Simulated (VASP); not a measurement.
# La5Ge3 with PBEsol: from relaxation to properties, part 3 of 6

What structure does La5Ge3 take at this level, and what are its properties? Left out of this account: 1 further run (relaxation: it shows nothing beyond the runs told). The start is a computed cell from the Materials Project.

VASP 6.6.1; PBEsol; plane waves and PAW (La, Ge_d).

Still holding for the runs below: The k-mesh is coarse for a metal.

So far. Step 2 (Relaxing cell and atoms (PBEsol)): It ends with a largest force of 0.008 eV/Å and a pressure of 0.03 GPa. Step 3 (Second relaxation): It ends with a largest force of 0.007 eV/Å and a pressure of 0.02 GPa. The volume moved by under 0.01 %: the run met its threshold at the first step.

**4. Single point with fields (PBEsol)**

The relaxed cell gets a fresh self-consistent run, on a basis set for its own volume, to fix the density and to check the remaining stress.

File INCAR:

```
SYSTEM = La5Ge3
PREC = Accurate
ENCUT = 410
EDIFF = 1E-06
NELM = 100
ISMEAR = 1
SIGMA = 0.2
LREAL = .FALSE.
ALGO = Normal
GGA = PS
NBANDS = 120
LASPH = .TRUE.
LORBIT = 11
LWAVE = .FALSE.
LCHARG = .TRUE.
NCORE = 2
ISIF = 2
LELF = .TRUE.
LVHAR = .TRUE.
```

File POSCAR:

```
La5Ge3
1.0
    8.9337803919      0.0000000000      0.0000000000
   -4.4668901959      7.7368807713      0.0000000000
    0.0000000000      0.0000000000      6.7174537308
La Ge
10 6
Direct
    0.6666666700      0.3333333300      0.0000000000
    0.3333333300      0.6666666700      0.0000000000
    0.3333333300      0.6666666700      0.5000000000
    0.6666666700      0.3333333300      0.5000000000
    0.7467885728      0.7467885728      0.7500000000
    0.2532114272      0.0000000000      0.7500000000
    0.0000000000      0.2532114272      0.7500000000
    0.2532114272      0.2532114272      0.2500000000
    0.7467885728      0.0000000000      0.2500000000
    0.0000000000      0.7467885728      0.2500000000
    0.3891162677      0.3891162677      0.7500000000
    0.6108837323      0.0000000000      0.7500000000
    0.0000000000      0.6108837323      0.7500000000
    0.6108837323      0.6108837323      0.2500000000
    0.3891162677      0.0000000000      0.2500000000
    0.0000000000      0.3891162677      0.2500000000
```

File KPOINTS:

```
Automatic mesh
0
Gamma
3 3 4
0 0 0
```

PAW data sets: La and Ge_d (PBE family, release 64).

Run with:

```
mpirun -np 8 vasp_std
```

Log:

```text
[banner, memory and clock lines left out]
running    8 mpi-ranks, on    1 nodes
 distrk:  each k-point on    8 cores,    1 groups
 distr:  one band on    2 cores,    4 groups

 POSCAR found type information on POSCAR LaGe
 POSCAR found :  2 types and      16 ions
 [... a notice as in an earlier step ...]

 LDA part: xc-table for (Slater+PW92), standard interpolation
 POSCAR, INCAR and KPOINTS ok, starting setup
 FFT: planning ... GRIDC
 FFT: planning ... GRID_SOFT
 FFT: planning ... GRID
 WAVECAR not read
 entering main loop
       N       E                     dE             d eps       ncg     rms          rms(c)
[... 2 cycles as in an earlier step ...]
DAV:   3     0.115109335325E+03   -0.94353E+03   -0.92678E+03  3328   0.347E+02
DAV:   4    -0.728156626790E+02   -0.18792E+03   -0.18222E+03  3600   0.179E+02
DAV:   5    -0.922481701726E+02   -0.19433E+02   -0.18845E+02  4032   0.670E+01    0.122E+01
DAV:   6    -0.933841183664E+02   -0.11359E+01   -0.53331E+01  4312   0.264E+01    0.622E+00
DAV:   7    -0.938406003814E+02   -0.45648E+00   -0.15184E+01  4304   0.164E+01    0.354E+00
DAV:   8    -0.941073601103E+02   -0.26676E+00   -0.40789E+00  4064   0.847E+00    0.123E+00
DAV:   9    -0.941653111025E+02   -0.57951E-01   -0.10678E+00  4320   0.446E+00    0.809E-01
DAV:  10    -0.941940053385E+02   -0.28694E-01   -0.32286E-01  4320   0.221E+00    0.527E-01
DAV:  11    -0.942080628731E+02   -0.14058E-01   -0.12431E-01  4320   0.128E+00    0.289E-01
DAV:  12    -0.942146531668E+02   -0.65903E-02   -0.53934E-02  4320   0.776E-01    0.171E-01
DAV:  13    -0.942189364217E+02   -0.42833E-02   -0.35336E-02  4216   0.561E-01    0.764E-02
DAV:  14    -0.942201138194E+02   -0.11774E-02   -0.11988E-02  4312   0.394E-01    0.498E-02
DAV:  15    -0.942208488623E+02   -0.73504E-03   -0.73866E-03  4128   0.245E-01    0.210E-02
DAV:  16    -0.942211152126E+02   -0.26635E-03   -0.31092E-03  4216   0.182E-01    0.129E-02
DAV:  17    -0.942211867890E+02   -0.71576E-04   -0.81517E-04  3336   0.103E-01    0.240E-02
DAV:  18    -0.942212360192E+02   -0.49230E-04   -0.38158E-04  3368   0.548E-02    0.139E-02
DAV:  19    -0.942212540287E+02   -0.18009E-04   -0.14438E-04  3000   0.408E-02    0.118E-02
DAV:  20    -0.942212622476E+02   -0.82189E-05   -0.58449E-05  2496   0.242E-02    0.992E-03
DAV:  21    -0.942212709873E+02   -0.87397E-05   -0.57491E-05  3224   0.260E-02    0.121E-03
DAV:  22    -0.942212738124E+02   -0.28252E-05   -0.24403E-05  2728   0.170E-02    0.261E-03
DAV:  23    -0.942212745468E+02   -0.73433E-06   -0.64891E-06  1944   0.117E-02
   1 F= -.94221275E+02 E0= -.94205323E+02  d E =-.478546E-01
```

Elapsed: 4.3 min, on 8 MPI ranks of AMD EPYC 7R43, shared host; peak memory 1.4 GiB; 34 min of CPU time.

OUTCAR, selected parts (step 4):

```text
 Found      9 irreducible k-points:

   NELECT =     194.0000    total number of electrons

 E-fermi :   7.6046

  Total        0.0715761      0.0715761      0.0231083      0.0000000      0.0000000      0.0000000
  in kB        0.2469864      0.2469864      0.0797394      0.0000000      0.0000000      0.0000000
  external PRESSURE =       0.1912374 kB  Pullay stress =       0.0000000 kB

 POSITION                                       TOTAL-FORCE (eV/Angst)
 -----------------------------------------------------------------------------------
      4.46689      2.57896      0.00000        -0.000000     -0.000000     -0.000000
     -0.00000      5.15792      0.00000         0.000000     -0.000000     -0.000000
     -0.00000      5.15792      3.35873         0.000000     -0.000000     -0.000000
      4.46689      2.57896      3.35873        -0.000000     -0.000000     -0.000000
      3.33582      5.77781      5.03809        -0.003389     -0.005870     -0.000000
      2.26214      0.00000      5.03809         0.006778     -0.000000     -0.000000
     -1.13107      1.95907      5.03809        -0.003389      0.005870     -0.000000
      1.13107      1.95907      1.67936         0.003389      0.005870      0.000000
      6.67165      0.00000      1.67936        -0.006778     -0.000000      0.000000
     -3.33582      5.77781      1.67936         0.003389     -0.005870      0.000000
      1.73814      3.01055      5.03809         0.002551      0.004419      0.000000
      5.45750      0.00000      5.03809        -0.005102     -0.000000      0.000000
     -2.72875      4.72633      5.03809         0.002551     -0.004419      0.000000
      2.72875      4.72633      1.67936        -0.002551     -0.004419     -0.000000
      3.47628      0.00000      1.67936         0.005102     -0.000000     -0.000000
     -1.73814      3.01055      1.67936        -0.002551      0.004419     -0.000000
 -----------------------------------------------------------------------------------
    total drift:                                0.000000     -0.000000      0.000000

  FREE ENERGIE OF THE ION-ELECTRON SYSTEM (eV)
  ---------------------------------------------------
  free  energy   TOTEN  =       -94.2212745468 eV

  energy  without entropy=      -94.1734199441  energy(sigma->0) =      -94.20532301

[... 17 parts as in an earlier step ...]
```

This step gave:

```yaml
scf_cycles: 23
```

Valence electrons inside each PAW sphere by angular momentum. Sphere charges, by row:

```csv
atom,s (e),p (e),d (e),f (e),tot (e)
La1,2.062,5.596,0.819,0.137,8.613
La2,2.062,5.596,0.819,0.137,8.613
La3,2.062,5.596,0.819,0.137,8.613
La4,2.062,5.596,0.819,0.137,8.613
La5,2.058,5.604,0.77,0.1,8.533
La6,2.058,5.604,0.77,0.1,8.533
La7,2.058,5.604,0.77,0.1,8.533
La8,2.058,5.604,0.77,0.1,8.533
La9,2.058,5.604,0.77,0.1,8.533
La10,2.058,5.604,0.77,0.1,8.533
Ge11,1.146,1.245,9.974,0,12.37
Ge12,1.146,1.245,9.974,0,12.37
Ge13,1.146,1.245,9.974,0,12.37
Ge14,1.146,1.245,9.974,0,12.37
Ge15,1.146,1.245,9.974,0,12.37
Ge16,1.146,1.245,9.974,0,12.37
```

Valence density in the ab plane at fractional z = 0.250, with atoms of La and Ge within 0.2 Å of it. It is the smooth field of the valence electrons, not physical close to the nuclei.

Ten steps, logarithmic in the rise over the least value, from '_' (0 e/Å³) to '@' (16 e/Å³), each cell a mean:
```
__________..::==%%@@%%++::....--====--====--..____
__..........::==**##++::......--==++++==--..______
::----::....::::----::..____..::--====--..______..
======--::............________..::::::..______..--
==++++--............__________..........____::--++
::====--..__________________....::::........--====
==++==::__________________..::--==--::....::==++==
++==::__________________..::==####**--....::==++++
--::..________________..::==##@@@@**--....::--====
........______________..::**@@@@%%++::......::::::
............________....--**%%##++::..______......
::--::::....________....::====--::..__________....
****++::....________......::::....__________..::==
@@%%**::..__....................__________..::==##
@@%%==::....::------....________________....--**@@
%%++::....--==++====::..________________..::==##@@
==::....--++====++==::__________________..::--++++
......::====::==++--..__________________....::::::
..__..--++========::..__________________..........
____::--++++++==::............________..........__
____..--====--::....::::::....____..::------::..__
______..::::....::--++++--::..__..::========::..__
____________..::==##%%##==::....::==++==++==--..__
____________..--##@@@@%%==....::==++----++==::____
```
Columns run along a (8.9 Å), rows up along b (8.9 Å). Atoms in or near the plane, at fractional coordinates: La at (0.25, 0.25), La at (0.75, 0.00), La at (0.00, 0.75), Ge at (0.61, 0.61), Ge at (0.39, 0.00), Ge at (0.00, 0.39).

ELF in the ab plane at fractional z = 0.250, with atoms of La and Ge within 0.2 Å of it. It is the smooth field of the valence electrons, not physical close to the nuclei.

Values, 13 rows by 16 columns, each cell a mean:
```
0.13 0.14 0.17 0.44 0.53 0.31 0.31 0.53 0.47 0.36 0.82 0.74 0.77 0.62 0.17 0.12
0.65 0.68 0.37 0.33 0.56 0.57 0.61 0.59 0.28 0.29 0.63 0.62 0.41 0.17 0.11 0.33
0.71 0.83 0.49 0.27 0.53 0.47 0.35 0.29 0.27 0.27 0.31 0.37 0.42 0.24 0.44 0.80
0.68 0.75 0.27 0.24 0.21 0.12 0.11 0.27 0.55 0.57 0.50 0.53 0.52 0.30 0.76 0.70
0.61 0.32 0.33 0.27 0.11 0.08 0.18 0.52 0.56 0.31 0.21 0.48 0.43 0.31 0.74 0.79
0.41 0.58 0.62 0.39 0.19 0.20 0.46 0.63 0.46 0.24 0.38 0.59 0.40 0.18 0.28 0.33
0.48 0.52 0.62 0.53 0.27 0.24 0.41 0.58 0.56 0.57 0.60 0.47 0.29 0.33 0.51 0.56
0.19 0.43 0.54 0.31 0.34 0.43 0.29 0.34 0.57 0.49 0.25 0.13 0.21 0.53 0.59 0.32
0.37 0.49 0.33 0.63 0.81 0.83 0.56 0.20 0.29 0.17 0.08 0.09 0.30 0.62 0.52 0.28
0.54 0.30 0.64 0.73 0.59 0.82 0.41 0.25 0.31 0.18 0.13 0.20 0.41 0.56 0.52 0.54
0.23 0.32 0.81 0.81 0.77 0.47 0.35 0.58 0.59 0.47 0.32 0.21 0.24 0.28 0.27 0.31
0.10 0.21 0.49 0.48 0.33 0.42 0.51 0.51 0.60 0.57 0.27 0.53 0.76 0.77 0.46 0.12
0.14 0.10 0.13 0.32 0.53 0.40 0.22 0.34 0.56 0.35 0.60 0.76 0.63 0.83 0.48 0.12
```
Columns run along a (8.9 Å), rows up along b (8.9 Å). Atoms in or near the plane, at fractional coordinates: La at (0.25, 0.25), La at (0.75, 0.00), La at (0.00, 0.75), Ge at (0.61, 0.61), Ge at (0.39, 0.00), Ge at (0.00, 0.39).

Electrostatic potential energy in the ab plane at fractional z = 0.250, with atoms of La and Ge within 0.2 Å of it. With pseudopotentials it is smooth inside the atoms' cores, unlike the true potential.

Ten even steps from '_' (-96 eV) to '@' (2 eV), each cell a mean:
```
@@@@@@@@@@@@@@##++====**@@@@@@%%==______==%%@@@@@@
@@@@@@@@@@@@@@##++++##@@@@@@@@%%++::::==##@@@@@@@@
%%%%%%%%@@@@@@%%%%%%@@@@@@@@@@%%##**##%%@@@@@@@@@@
++==++##@@@@@@@@@@@@@@@@@@@@@@@@%%%%@@@@@@@@@@@@##
____--##@@@@@@@@@@@@@@@@@@@@@@@@@@@@@@@@@@@@@@##--
____==%%@@@@@@@@@@@@@@@@@@@@@@@@@@@@@@@@@@@@##--__
__::**@@@@@@@@@@@@@@@@@@@@@@@@%%####@@@@@@%%**..__
--**%%@@@@@@@@@@@@@@@@@@@@@@##++++**%%@@@@%%**::..
%%@@@@@@@@@@@@@@@@@@@@@@@@##++--==++%%@@@@%%##****
@@@@@@@@@@@@@@@@@@@@@@@@%%**==--==##@@@@@@@@%%%%@@
@@@@@@@@@@@@@@@@@@@@@@@@%%**++++##@@@@@@@@@@@@@@@@
@@%%%%@@@@@@@@@@@@@@@@@@@@####%%@@@@@@@@@@@@@@@@@@
****##@@@@@@@@@@@@@@@@@@@@@@@@@@@@@@@@@@@@@@@@@@%%
====**@@@@@@@@@@@@@@@@@@@@@@@@@@@@@@@@@@@@@@@@##++
--==##@@@@@@%%%%##%%@@@@@@@@@@@@@@@@@@@@@@@@%%**==
==**@@@@@@##++--==##%%@@@@@@@@@@@@@@@@@@@@@@##++==
##@@@@@@##--____::**%%@@@@@@@@@@@@@@@@@@@@@@%%****
@@@@@@%%++______::##@@@@@@@@@@@@@@@@@@@@@@@@@@%%@@
@@@@@@##--____..**%%@@@@@@@@@@@@@@@@@@@@@@@@@@@@@@
@@@@@@##==::--**%%@@@@@@@@@@@@@@@@@@@@@@@@@@@@@@@@
@@@@@@%%##**##%%@@@@@@@@@@@@@@@@@@@@@@%%##%%%%@@@@
@@@@@@@@%%@@@@@@@@%%##**%%@@@@@@@@%%**====**%%@@@@
@@@@@@@@@@@@@@@@##++==++##@@@@@@%%++..__..++%%@@@@
@@@@@@@@@@@@@@%%++==--++##@@@@@@**..____..**%%@@@@
```
Columns run along a (8.9 Å; values clipped at the 3rd and 97th percentile), rows up along b (8.9 Å). Atoms in or near the plane, at fractional coordinates: La at (0.25, 0.25), La at (0.75, 0.00), La at (0.00, 0.75), Ge at (0.61, 0.61), Ge at (0.39, 0.00), Ge at (0.00, 0.39).

In this run the pressure is 0.02 GPa, small enough to go on.

**5. Bands along the symmetry lines (PBEsol)**

The mesh alone shows little of the dispersion and can miss band extrema, so KPOINTS_OPT adds a path through the symmetry points after the self-consistent cycle.

File INCAR:

```
SYSTEM = La5Ge3
PREC = Accurate
ENCUT = 410
EDIFF = 1E-06
NELM = 100
ISMEAR = 1
SIGMA = 0.2
LREAL = .FALSE.
ALGO = Normal
GGA = PS
NBANDS = 140
LASPH = .TRUE.
LORBIT = 11
LWAVE = .FALSE.
LCHARG = .FALSE.
KPAR = 4
NCORE = 2
```

POSCAR is that of step 4.

KPOINTS is that of step 4.

File KPOINTS_OPT:

```
Line mode
12
Line-mode
Reciprocal
  0.00000000   0.00000000   0.00000000 GAMMA
  0.50000000   0.00000000   0.00000000 M

  0.50000000   0.00000000   0.00000000 M
  0.33333333   0.33333333   0.00000000 K

  0.33333333   0.33333333   0.00000000 K
  0.00000000   0.00000000   0.00000000 GAMMA

  0.00000000   0.00000000   0.00000000 GAMMA
  0.00000000   0.00000000   0.50000000 A

  0.00000000   0.00000000   0.50000000 A
  0.50000000   0.00000000   0.50000000 L

  0.50000000   0.00000000   0.50000000 L
  0.33333333   0.33333333   0.50000000 H

  0.33333333   0.33333333   0.50000000 H
  0.00000000   0.00000000   0.50000000 A

  0.50000000   0.00000000   0.50000000 L
  0.50000000   0.00000000   0.00000000 M

  0.33333333   0.33333333   0.00000000 K
  0.33333333   0.33333333   0.50000000 H
```

Run with:

```
mpirun -np 8 vasp_std
```

Log:

```text
[... set-up lines as in an earlier step ...]
 entering main loop
       N       E                     dE             d eps       ncg     rms          rms(c)
DAV:   1     0.267299744936E+04    0.26730E+04   -0.56861E+04  2600   0.220E+03
DAV:   2     0.102878954638E+04   -0.16442E+04   -0.14309E+04  2848   0.534E+02
DAV:   3     0.116988391438E+03   -0.91180E+03   -0.87841E+03  3480   0.294E+02
DAV:   4    -0.725797816074E+02   -0.18957E+03   -0.18185E+03  4048   0.151E+02
[...]
DAV:  21    -0.942212712960E+02   -0.88478E-05   -0.75357E-05  3784   0.209E-02    0.263E-03
DAV:  22    -0.942212735620E+02   -0.22660E-05   -0.20354E-05  3016   0.161E-02    0.210E-03
DAV:  23    -0.942212744450E+02   -0.88301E-06   -0.64430E-06  2448   0.767E-03
   1 F= -.94221274E+02 E0= -.94205323E+02  d E =-.478550E-01
 Start KPOINTS_OPT (optional k-point list driver)
k-point batch [1-9\108]
       N       E                     dE             ncg
DAV:   1     0.958336445394E+04    0.24304E+04     2600
DAV:   2    -0.506489760438E+04   -0.14648E+05     2808
DAV:   3    -0.132469646650E+05   -0.81821E+04     3408
DAV:   4    -0.150711625014E+05   -0.18242E+04     4060
[...]
DAV:  22    -0.153070782184E+05   -0.35284E-05     2448
DAV:  23    -0.153070782199E+05   -0.14470E-05     2448
DAV:  24    -0.153070782202E+05   -0.32530E-06     2032
[...]
k-point batch [91-99\108]
       N       E                     dE             ncg
DAV:   1     0.950756473238E+04   -0.11396E+05     2608
DAV:   2    -0.526015678723E+04   -0.14768E+05     2848
DAV:   3    -0.133521138537E+05   -0.80920E+04     3432
DAV:   4    -0.150756551454E+05   -0.17235E+04     4104
[...]
DAV:  17    -0.153069524906E+05   -0.44054E-03     2696
DAV:  18    -0.153069526593E+05   -0.16873E-03     2616
DAV:  19    -0.153069527242E+05   -0.64894E-04     2480
```

Wall time 51 min (8 MPI ranks).

The run was cut off at its time limit.

The self-consistent loop had finished, and the limit fell in the path of KPOINTS_OPT; fewer path points or more time would be the way on.

(Continued in part 4 of 6.)

[Lines on the potential files, build, host, timing and source positions are cut from VASP's logs without a mark.]

[Logs are printed without paths, hosts, clocks, repeated set-up lines and the standing remarks that a program may print on its own settings, such as how far it seeks lower states.]

[Hosts, paths, dates, database ids (printed as entryN), source tags and the programs' standing remarks are cut or masked in the printed files.]

[A measured line is paired with the nearest computed mode of its activity, which favours agreement.]

[In band tables of VASP the shares of atoms and orbitals are scaled to a sum of 1 inside the atoms' spheres.]
